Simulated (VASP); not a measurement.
These are r2SCAN meta-GGA, VASP's PBE PAW potentials (set 64) (plane waves; VASP) values and carry that method's errors.

VASP input:

INCAR:
```
# general
SYSTEM  = C
PREC    = Accurate
ENCUT   = 520   # plane-wave cut-off (eV)
LREAL   = .FALSE.   # projection in real space or not
LASPH   = .TRUE.   # aspherical one-centre terms

# electronic loop
EDIFF   = 1E-6   # SCF stop (eV)
NELM    = 100   # most electronic steps
ALGO    = Normal   # blocked Davidson
LMIXTAU = .TRUE.

# smearing
ISMEAR  = 0   # Gaussian
SIGMA   = 0.05

# functional
METAGGA = R2SCAN

# ions
IBRION  = 2
NSW     = 60   # most ionic steps
ISIF    = 3   # ions, shape and volume
EDIFFG  = -0.01   # ionic stop

# output
LWAVE   = .FALSE.
LCHARG  = .FALSE.
```

**POSCAR**
```
C
1
    2.0145600000     0.0000000000     0.0000000000
    0.0000000000     2.0145600000     0.0000000000
    0.0000000000     0.0000000000     2.0145600000
C
1
Direct
  0.0000000000   0.0000000000   0.0000000000
```

**KPOINTS**
```
Automatic mesh
0
Gamma
12 12 12
0 0 0
```

POTCAR, in this order: C (PBE.64 set). Program: vasp_std.

Problem. What will the output report for the number of irreducible k-points (NKPTS), number of bands (NBANDS), largest plane-wave count, number of space-group operations, FFT grid (NGX, NGY, NGZ)?

Solution. 
```json
{
 "number of irreducible k-points (NKPTS)": "84",
 "number of bands (NBANDS)": "6",
 "largest_plane_wave_count": "251",
 "number_of_space_group_operations": "48",
 "FFT grid (NGX, NGY, NGZ)": "16 × 16 × 16"
}
```

The structure was generated: C was put into the simple-cubic type (Pm-3m), which need not be its known phase. This run relaxes it. Symmetry was kept, so distortions that lower it aren't found.
